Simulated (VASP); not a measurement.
Here is the system:

```xyz
4
Lattice="3.9524 0.0000 0.0000 0.0000 3.9524 0.0000 0.0000 0.0000 3.9524" Properties=species:S:1:pos:R:3 pbc="T T T"
Ti     0.0000     0.0000     0.0000
Pt     0.0000     1.9762     1.9762
Pt     1.9762     0.0000     1.9762
Pt     1.9762     1.9762     0.0000
```

These are optB88-vdW, VASP's PBE PAW potentials (set 64) (plane waves; VASP) values and carry that method's errors. Numerical set-up: 520 eV cut-off, 9×9×9 Γ-centred mesh, tetrahedra with Blöchl corrections, potentials Ti_sv Pt.

Unless said otherwise, spin-orbit coupling is left out, though it shifts the bands of the heavy elements here.

Estimate the energy per atom (σ→0), band gap (on the k-mesh) with the smallest direct gap where there is one.

| Item | Value |
|---|---|
| band gap (on the k-mesh) | none (metal, semimetal or under 0.01 eV) |
| energy per atom (σ→0) | -4.693 eV/atom |

The absolute energy has meaning only against runs of the same code, potentials and settings.

The compound is Pt3Ti in the L1_2 structure. It was relaxed first.
